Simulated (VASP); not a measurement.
An input for Ansatz (written as the equivalent of a VASP run, and not itself run):

Ansatz 0.2 input:
```yaml
crystal:
  lattice:
    - [1.6781430, 0.9688770, 8.8516340]
    - [-1.6781430, 0.9688770, 8.8516340]
    - [0.0000000, -1.9377530, 8.8516340]
  atoms:
    - { symbol: In, position: [0.0000000, 0.0000000, 0.0000000] }
    - { symbol: Ga, position: [0.7829000, 0.7829000, 0.7829000] }
    - { symbol: Zn, position: [0.2171000, 0.2171000, 0.2171000] }
    - { symbol: O, position: [0.8718000, 0.8718000, 0.8718000] }
    - { symbol: O, position: [0.1282000, 0.1282000, 0.1282000] }
    - { symbol: O, position: [0.7072000, 0.7072000, 0.7072000] }
    - { symbol: O, position: [0.2928000, 0.2928000, 0.2928000] }
kpoints:
  mp_grid: { grid: [7, 7, 7] }
hamiltonian:
  xc: pbe
  pseudopotentials: { kind: paw }
scf:
  occupations: { method: fermi_dirac, width: 0.1 }
  max_iter: 100
output: { forces: true, stress: true, eigenvalues: true }
```

Write the VASP files for the same calculation (PBE).

Several could match; the one computed here: 
POSCAR:
```
ZnInGaO4
1
    1.6781430000     0.9688770000     8.8516340000
   -1.6781430000     0.9688770000     8.8516340000
    0.0000000000    -1.9377530000     8.8516340000
In Ga Zn O
1 1 1 4
Direct
  0.0000000000   0.0000000000   0.0000000000
  0.7829000000   0.7829000000   0.7829000000
  0.2171000000   0.2171000000   0.2171000000
  0.8718000000   0.8718000000   0.8718000000
  0.1282000000   0.1282000000   0.1282000000
  0.7072000000   0.7072000000   0.7072000000
  0.2928000000   0.2928000000   0.2928000000
```

**INCAR**
```
! general
SYSTEM   =  ZnInGaO4
PREC     =  Accurate
ENCUT    =  400
LREAL    =  .False.   ! projection in real space or not
LASPH    =  .True.   ! aspherical one-centre terms

! electronic loop
EDIFF    =  1E-6   ! SCF stop (eV)
NELM     =  100
ALGO     =  Normal   ! blocked Davidson
LMAXMIX  =  4   ! l cut-off of mixed one-centre charges

! smearing
ISMEAR   =  -1   ! Fermi-Dirac
SIGMA    =  0.1   ! width (eV)

! functional
GGA      =  PE

! ions
ISIF     =  2   ! forces and stress, cell fixed

! output
LWAVE    =  .False.
LCHARG   =  .False.
```

File KPOINTS:
```
Automatic mesh
0
Gamma
7 7 7
0 0 0
```

POTCAR, in this order: In_d Ga_d Zn O (PBE.64 set). Program: vasp_std.

The two are equivalent in intent, not identical: each code has its own PAW files, so the cut-off isn't converted (ENCUT is set for VASP's; basis.ecutwfc is left out, and Ansatz then takes the one that its files recommend); Ansatz stops its SCF on the density residual and VASP on the energy change (EDIFF).

The structure was generated: ZnInGaO4 was put into an ordered model structure, which need not be its known phase. The cell was not relaxed at this level. The k-mesh is coarse (spacing up to 0.31 per Å, 2π included), so the numbers may not be converged in it.
